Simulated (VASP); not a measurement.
All values below come from HSE06 screened hybrid, VASP's PBE PAW potentials (set 64) (plane waves; VASP).

VASP ran on this input.

### KPOINTS
```
K-points
0
G
1 1 1
0 0 0
```

File POSCAR:
```
Cs2AgBiBr6
1
    0.0000000000     5.6872830000     5.6872830000
    5.6872830000     0.0000000000     5.6872830000
    5.6872830000     5.6872830000     0.0000000000
Cs Ag Bi Br
2 1 1 6
Direct
  0.7500000000   0.7500000000   0.7500000000
  0.2500000000   0.2500000000   0.2500000000
  0.5000000000   0.5000000000   0.5000000000
  0.0000000000   0.0000000000   0.0000000000
  0.7491900000   0.2508100000   0.2508100000
  0.2508100000   0.7491900000   0.7491900000
  0.2508100000   0.7491900000   0.2508100000
  0.7491900000   0.2508100000   0.7491900000
  0.2508100000   0.2508100000   0.7491900000
  0.7491900000   0.7491900000   0.2508100000
```

**INCAR**
```
ISMEAR = 0   ! Gaussian
AEXX = 0.25
SYSTEM = Cs2AgBiBr6
HFSCREEN = 0.2   ! 1/Angstrom
GGA = PE   ! PBE
NELM = 100   ! most electronic steps
LREAL = .FALSE.
ENCUT = 300
EDIFF = 1E-6   ! SCF stop (eV)
ISIF = 2
LWAVE = .FALSE.
LHFCALC = .TRUE.
LCHARG = .FALSE.
PRECFOCK = Fast
LMAXMIX = 4   ! l cut-off of mixed one-centre charges
SIGMA = 0.02
ALGO = Normal   ! blocked Davidson
PREC = Accurate
LASPH = .TRUE.   ! aspherical one-centre terms
ISYM = 3
```

POTCAR, in this order: Cs_sv Ag Bi_d Br (PBE.64 set). Program: vasp_std.

What VASP printed:

OUTCAR:
```
 ion  position               nearest neighbor table
   1  0.750  0.750  0.750-
   2  0.250  0.250  0.250-
   3  0.500  0.500  0.500-   5 2.83   6 2.83   7 2.83   8 2.83   9 2.83  10 2.83
   4  0.000  0.000  0.000-   5 2.85   6 2.85   7 2.85   8 2.85   9 2.85  10 2.85
   5  0.749  0.251  0.251-   3 2.83   4 2.85
   6  0.251  0.749  0.749-   3 2.83   4 2.85
   7  0.251  0.749  0.251-   3 2.83   4 2.85
   8  0.749  0.251  0.749-   3 2.83   4 2.85
   9  0.251  0.251  0.749-   3 2.83   4 2.85
  10  0.749  0.749  0.251-   3 2.83   4 2.85
  LATTYP: Found a face centered cubic cell.
 ALAT       =    11.3745660000
 Subroutine PRICEL returns:
 Original cell was already a primitive cell.
 Subroutine GETGRP returns: Found 48 space group operations
The static configuration has the point symmetry O_h .
The dynamic configuration has the point symmetry O_h .
 Subroutine INISYM returns: Found 48 space group operations
 Subroutine IBZKPT returns following result:
 Found      1 irreducible k-points:

 Following reciprocal coordinates:
            Coordinates               Weight
  0.000000  0.000000  0.000000      1.000000
 Subroutine IBZKPT_HF returns following result:
   k-points           NKPTS =      1   k-points in BZ     NKDIM =      1   number of bands    NBANDS=     51
   number of dos      NEDOS =    301   number of ions     NIONS =     10
   total plane-waves  NPLWV = 110592
   dimension x,y,z NGX =    48 NGY =   48 NGZ =   48
   dimension x,y,z NGXF=    96 NGYF=   96 NGZF=   96
   ions per type =               2   1   1   6
   PREC   = accura    normal or accurate (medium, high low for compatibility)
   ISTART =      0    job   : 0-new  1-cont  2-samecut
   ICHARG =      2    charge: 1-file 2-atom 10-const
   ISPIN  =      1    spin polarized calculation?
   LNONCOLLINEAR =      F non collinear calculations
   LSORBIT =      F    spin-orbit coupling
   INIWAV =      1    electr: 0-lowe 1-rand  2-diag
   ENCUT  =  300.0 eV  22.05 Ry    4.70 a.u.  11.36 11.36 11.36*2*pi/ulx,y,z
   NELM   =    100;   NELMIN=  2; NELMDL= -5     # of ELM steps
   EDIFF  = 0.1E-05   stopping-criterion for ELM
   LREAL  =      F    real-space projection
   NLSPLINE    = F    spline interpolate recip. space projectors
   LMAXMIX     =    4 max onsite mixed and CHGCAR
   VOSKOWN=      0    Vosko Wilk Nusair interpolation
   EDIFFG = 0.1E-04   stopping-criterion for IOM
   NSW    =      0    number of steps for IOM
   NBLOCK =      1;   KBLOCK =      1    inner block; outer block
   IBRION =     -1    ionic relax: 0-MD 1-quasi-New 2-CG
   NFREE  =      0    steps in history (QN), initial steepest desc. (CG)
   ISIF   =      2    stress and relaxation
   ISYM   =      3    0-nonsym 1-usesym 2-fastsym
   TEIN   =    0.0    initial temperature
   TEBEG  =    0.0;   TEEND  =   0.0 temperature during run
   SMASS  =  -3.00    Nose mass-parameter (am)
   PSTRESS=    0.0 pullay stress
   NELECT =      86.0000    total number of electrons
   EFERMI =   0.00;   METHOD = LEGACY
   ISMEAR =     0;   SIGMA  =   0.02  broadening in eV -4-tet -1-fermi 0-gaus
   IALGO  =     38    algorithm
   LDIAG  =      T    sub-space diagonalisation (order eigenvalues)
   IMIX   =      1    mixing-type and parameters
     AMIX     =   0.40;   BMIX     =  1.00
     AMIX_MAG =   1.60;   BMIX_MAG =  1.00
     AMIN     =   0.10
   GGA     = PE    functional components
   VOSKOWN =     0    Vosko Wilk Nusair interpolation
   LHFCALC =     T    Hartree Fock is set to
   NKREDX  =     1    reduce k-point grid by
   AEXX    =    0.2500 exact exchange contribution
   HFSCREEN=    0.2000 screening length (either q_TF or 0.3 A-1)
   HFRCUT  =    0.0000 spherical cutoff for potential kernel
   AGGAX   =    0.7500 GGA exchange part
   ALDAC   =    1.0000 LDA correlation
...
```

**OSZICAR**
```
       N       E                     dE             d eps       ncg     rms          rms(c)
DAV:   1    -0.898978237677E+04   -0.89898E+04   -0.28270E+04   110   0.970E+02
DAV:   2    -0.955051249816E+04   -0.56073E+03   -0.55057E+03   137   0.256E+02
DAV:   3    -0.960952226483E+04   -0.59010E+02   -0.58781E+02   116   0.992E+01
DAV:   4    -0.961075991788E+04   -0.12377E+01   -0.12352E+01   124   0.180E+01
DAV:   5    -0.354071058343E+02    0.95754E+04   -0.36482E+01   105   0.362E+01    0.939E+00
DAV:   6    -0.334894798544E+02    0.19176E+01   -0.61469E+00   124   0.943E+00    0.554E+00
DAV:   7    -0.334518889856E+02    0.37591E-01   -0.17552E+00   108   0.488E+00    0.381E+00
DAV:   8    -0.334930935901E+02   -0.41205E-01   -0.20083E-01   124   0.172E+00    0.237E+00
DAV:   9    -0.334862447952E+02    0.68488E-02   -0.18228E-02   116   0.833E-01    0.138E+00
DAV:  10    -0.334858375829E+02    0.40721E-03   -0.96815E-03   108   0.444E-01    0.767E-01
DAV:  11    -0.334867314544E+02   -0.89387E-03   -0.20563E-03   116   0.203E-01    0.440E-01
DAV:  12    -0.334872218942E+02   -0.49044E-03   -0.50555E-04   108   0.113E-01    0.258E-01
DAV:  13    -0.334875100895E+02   -0.28820E-03   -0.27151E-04   108   0.769E-02    0.152E-01
DAV:  14    -0.334876749109E+02   -0.16482E-03   -0.12168E-04   116   0.484E-02    0.904E-02
DAV:  15    -0.334877605044E+02   -0.85593E-04   -0.47797E-05   108   0.306E-02    0.546E-02
DAV:  16    -0.334878027992E+02   -0.42295E-04   -0.21469E-05   108   0.204E-02    0.336E-02
DAV:  17    -0.334878233288E+02   -0.20530E-04   -0.10279E-05   108   0.138E-02    0.211E-02
DAV:  18    -0.334878331577E+02   -0.98289E-05   -0.49360E-06   100   0.940E-03    0.135E-02
DAV:  19    -0.334878378010E+02   -0.46432E-05   -0.23823E-06    92   0.662E-03    0.881E-03
DAV:  20    -0.334878399729E+02   -0.21720E-05   -0.12122E-06    76   0.465E-03    0.581E-03
DAV:  21    -0.334878409796E+02   -0.10067E-05   -0.74254E-07    68   0.356E-03    0.392E-03
DAV:  22    -0.334878414507E+02   -0.47106E-06   -0.36993E-07    68   0.258E-03
   1 F= -.33487841E+02 E0= -.33487841E+02  d E =-.133239E-30
```

OUTCAR:
```
------------------------ aborting loop because EDIFF is reached ----------------------------------------
  FORCE on cell =-STRESS in cart. coord.  units (eV):
  Direction    XX          YY          ZZ          XY          YZ          ZX
  --------------------------------------------------------------------------------------
  Total        6.2280997      6.2280997      6.2280997      0.0000000     -0.0000000     -0.0000000
  in kB       27.1219947     27.1219947     27.1219947      0.0000000     -0.0000000     -0.0000000
  external PRESSURE =      27.1219947 kB  Pullay stress =       0.0000000 kB
  volume of cell :      367.91
      direct lattice vectors                 reciprocal lattice vectors
     0.000000000  5.687283000  5.687283000    -0.087915442  0.087915442  0.087915442
     5.687283000  0.000000000  5.687283000     0.087915442 -0.087915442  0.087915442
     5.687283000  5.687283000  0.000000000     0.087915442  0.087915442 -0.087915442
 POSITION                                       TOTAL-FORCE (eV/Angst)
 -----------------------------------------------------------------------------------
      8.53092      8.53092      8.53092         0.000000     -0.000000     -0.000000
      2.84364      2.84364      2.84364         0.000000     -0.000000     -0.000000
      5.68728      5.68728      5.68728         0.000000     -0.000000     -0.000000
      0.00000      0.00000      0.00000         0.000000     -0.000000     -0.000000
      2.85285      5.68728      5.68728        -0.722520     -0.000000     -0.000000
      8.52171      5.68728      5.68728         0.722520     -0.000000     -0.000000
      5.68728      2.85285      5.68728         0.000000     -0.722520     -0.000000
      5.68728      8.52171      5.68728         0.000000      0.722520     -0.000000
      5.68728      5.68728      2.85285         0.000000     -0.000000     -0.722520
      5.68728      5.68728      8.52171         0.000000     -0.000000      0.722520
 -----------------------------------------------------------------------------------
    total drift:                               -0.000051      0.000022      0.000001
  FREE ENERGIE OF THE ION-ELECTRON SYSTEM (eV)
  ---------------------------------------------------
  free  energy   TOTEN  =       -33.4878414507 eV

  energy  without entropy=      -33.4878414507  energy(sigma->0) =      -33.48784145

  exchange ACFDT corr.  =         0.00000000  see jH, gK, PRB 81, 115126
```
(Selected blocks of OUTCAR.)

At this cut-off the stress carries a Pulay error, which pulls relaxed volumes low.

The structure comes from a computed database's Cs2AgBiBr6 entry; how it stands against other phases isn't given here. The cell was not relaxed at this level. The k-mesh is coarse (spacing up to 0.96 per Å, 2π included), so the numbers may not be converged in it. The run is one of a series of settings (KPOINTS 1×1×1 Γ-centred mesh against the base run), some of them coarse on purpose.
